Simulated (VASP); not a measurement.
Calculation: PBE GGA with D3 dispersion (zero damping), VASP's PBE PAW potentials (set 64) (plane waves; VASP).

The input files of a VASP run:

### INCAR
```
! general
SYSTEM   =  RuAl
PREC     =  Accurate
ENCUT    =  520   ! plane-wave cut-off (eV)
LREAL    =  .FALSE.
LASPH    =  .TRUE.   ! aspherical one-centre terms

! electronic loop
EDIFF    =  1E-7   ! SCF stop (eV)
NELM     =  100   ! most electronic steps
ALGO     =  Normal   ! blocked Davidson
LMAXMIX  =  4   ! l cut-off of mixed one-centre charges

! smearing
ISMEAR   =  1
SIGMA    =  0.1   ! width (eV)

! functional
GGA      =  PE
IVDW     =  11   ! D3, zero damping

! ions
ISIF     =  2

! output
LWAVE    =  .FALSE.
LCHARG   =  .FALSE.
```

### KPOINTS
```
Automatic mesh
0
Gamma
12 12 12
0 0 0
```

POSCAR:
```
RuAl
2.9121690
  0.9999999755   0.0000000000   0.0000000000
  0.0000000000   0.9999999755   0.0000000000
  0.0000000000   0.0000000000   0.9999999755
Al Ru
1 1
Cart
  0.4999999877   0.4999999877   0.4999999877
  0.0000000000   0.0000000000   0.0000000000
```

POTCAR, in this order: Al Ru_pv (PBE.64 set). Program: vasp_std.

The run wrote:

File OUTCAR:
```
 ion  position               nearest neighbor table
   1  0.500  0.500  0.500-   2 2.52   2 2.52   2 2.52   2 2.52   2 2.52   2 2.52   2 2.52   2 2.52
  LATTYP: Found a simple cubic cell.
 ALAT       =     2.9121689286
 Subroutine PRICEL returns:
 Original cell was already a primitive cell.
 Subroutine GETGRP returns: Found 48 space group operations
The static configuration has the point symmetry O_h .
The dynamic configuration has the point symmetry O_h .
 Subroutine INISYM returns: Found 48 space group operations
 Subroutine IBZKPT returns following result:
 Found     84 irreducible k-points:

 Following reciprocal coordinates:
            Coordinates               Weight
  0.000000  0.000000  0.000000      1.000000
  0.083333  0.000000  0.000000      6.000000
  0.166667  0.000000  0.000000      6.000000
  0.250000  0.000000  0.000000      6.000000
  0.333333  0.000000  0.000000      6.000000
  0.416667  0.000000  0.000000      6.000000
  0.500000  0.000000  0.000000      3.000000
  0.083333  0.083333  0.000000     12.000000
  0.166667  0.083333  0.000000     24.000000
  0.250000  0.083333  0.000000     24.000000
...
```

File OSZICAR:
```
       N       E                     dE             d eps       ncg     rms          rms(c)
DAV:   1     0.120199506066E+03    0.12020E+03   -0.94376E+03  2024   0.135E+03
DAV:   2    -0.122668456372E+02   -0.13247E+03   -0.12792E+03  2228   0.361E+02
DAV:   3    -0.147720871347E+02   -0.25052E+01   -0.24628E+01  2412   0.499E+01
DAV:   4    -0.147966189229E+02   -0.24532E-01   -0.24523E-01  2324   0.502E+00
DAV:   5    -0.147972162594E+02   -0.59734E-03   -0.59731E-03  2488   0.678E-01    0.146E+01
DAV:   6    -0.141762475866E+02    0.62097E+00   -0.33901E+00  2144   0.217E+01    0.272E+00
DAV:   7    -0.141216322306E+02    0.54615E-01   -0.20779E-01  2136   0.560E+00    0.253E+00
DAV:   8    -0.141062675512E+02    0.15365E-01   -0.13861E-02  2196   0.117E+00    0.210E-01
DAV:   9    -0.141061953695E+02    0.72182E-04   -0.20314E-04  2492   0.128E-01    0.140E-01
DAV:  10    -0.141061944771E+02    0.89240E-06   -0.21212E-05  2436   0.597E-02    0.152E-02
DAV:  11    -0.141061931722E+02    0.13049E-05   -0.15628E-06  2356   0.167E-02    0.630E-03
DAV:  12    -0.141061927753E+02    0.39687E-06   -0.43270E-08  1304   0.223E-03    0.212E-04
DAV:  13    -0.141061927977E+02   -0.22328E-07   -0.62724E-09  1084   0.839E-04
   1 F= -.15014277E+02 E0= -.15014178E+02  d E =-.298399E-03
```

**OUTCAR**
```
------------------------ aborting loop because EDIFF is reached ----------------------------------------
 Edisp (eV)   -0.90808
  FORCE on cell =-STRESS in cart. coord.  units (eV):
  Direction    XX          YY          ZZ          XY          YZ          ZX
  --------------------------------------------------------------------------------------
  Total       2.35617     2.35617     2.35617    -0.00000     0.00000    -0.00000
  in kB     152.85087   152.85087   152.85087    -0.00000     0.00000    -0.00000
  external pressure =      152.85 kB  Pullay stress =        0.00 kB
  volume of cell :       24.70
      direct lattice vectors                 reciprocal lattice vectors
     2.912168929  0.000000000  0.000000000     0.343386673  0.000000000  0.000000000
     0.000000000  2.912168929  0.000000000     0.000000000  0.343386673  0.000000000
     0.000000000  0.000000000  2.912168929     0.000000000  0.000000000  0.343386673
 POSITION                                       TOTAL-FORCE (eV/Angst)
 -----------------------------------------------------------------------------------
      1.45608      1.45608      1.45608         0.000000      0.000000      0.000000
      0.00000      0.00000      0.00000         0.000000      0.000000      0.000000
 -----------------------------------------------------------------------------------
    total drift:                                0.000000      0.000000      0.000000
  FREE ENERGIE OF THE ION-ELECTRON SYSTEM (eV)
  ---------------------------------------------------
  free  energy   TOTEN  =       -15.0142772721 eV

  energy  without entropy=      -15.0139788731  energy(sigma->0) =      -15.01417781
```
(Selected blocks of OUTCAR.)

The compound is RuAl in the CsCl type structure. This cell is one point of a volume scan, at 0.94 of the reference volume. The electron count is odd and the run is not spin-polarised, which forces a metal.
